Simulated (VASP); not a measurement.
An input for Ansatz (written as the equivalent of a VASP run, and not itself run):

Ansatz 0.2 input:
```yaml
crystal:
  lattice:
    - [2.8000000, 0.0000000, 0.0000000]
    - [0.0000000, 2.8000000, 0.0000000]
    - [0.0000000, 0.0000000, 3.6700000]
  atoms:
    - { symbol: Cu, position: [0.0000000, 0.0000000, 0.0000000] }
    - { symbol: Au, position: [0.5000000, 0.5000000, 0.5000000] }
kpoints:
  mp_grid: { grid: [12, 12, 9] }
hamiltonian:
  xc: pbe
  pseudopotentials: { kind: paw }
  hubbard:
    sites:
      - { species: Cu, l: d, u_eff: 2 }
scf:
  occupations: { method: methfessel_paxton, width: 0.1 }
  max_iter: 100
output: { forces: true, stress: true, eigenvalues: true }
```

Task: Translate this input to VASP (INCAR, KPOINTS, POSCAR, choice of POTCAR).

Result: Several could match; the one computed here: 
POSCAR:
```
CuAu
3.670
  0.7629427793   0.0000000000   0.0000000000
  0.0000000000   0.7629427793   0.0000000000
  0.0000000000   0.0000000000   1.0000000000
Cu Au
1 1
direct
  0.0000000000   0.0000000000   0.0000000000
  0.5000000000   0.5000000000   0.5000000000
```

INCAR:
```
! general
SYSTEM   =CuAu
PREC     =Accurate
ENCUT    =400
LREAL    =.FALSE.
LASPH    =.TRUE.

! electronic loop
EDIFF    =1E-6
NELM     =100
ALGO     =Normal
LMAXMIX  =6

! smearing
ISMEAR   =1
SIGMA    =0.1

! functional
GGA      =PE

! DFT+U
LDAU     =.TRUE.
LDAUTYPE =2
LDAUL    =2 -1
LDAUU    =2.0 0
LDAUJ    =0 0
LDAUPRINT=1

! ions
ISIF     =2

! output
LWAVE    =.FALSE.
LCHARG   =.FALSE.
LORBIT   =10
```

### KPOINTS
```
K-points
0
Gamma
 12 12 9
0 0 0
```

POTCAR, in this order: Cu Au (PBE.64 set). Program: vasp_std.

What does not carry over: each code has its own PAW files, so the cut-off isn't converted (ENCUT is set for VASP's; basis.ecutwfc is left out, and Ansatz then takes the one that its files recommend); Ansatz stops its SCF on the density residual and VASP on the energy change (EDIFF); the +U projectors differ, so the same U acts differently.

The compound is CuAu in the L1_0 structure. The cell was not relaxed at this level. The run is one of a series of settings (LDAU = .TRUE., LDAUJ = 0 0, LDAUL = 2 -1, LDAUTYPE = 2, LDAUU = 2.0 0 against the base run), some of them coarse on purpose.
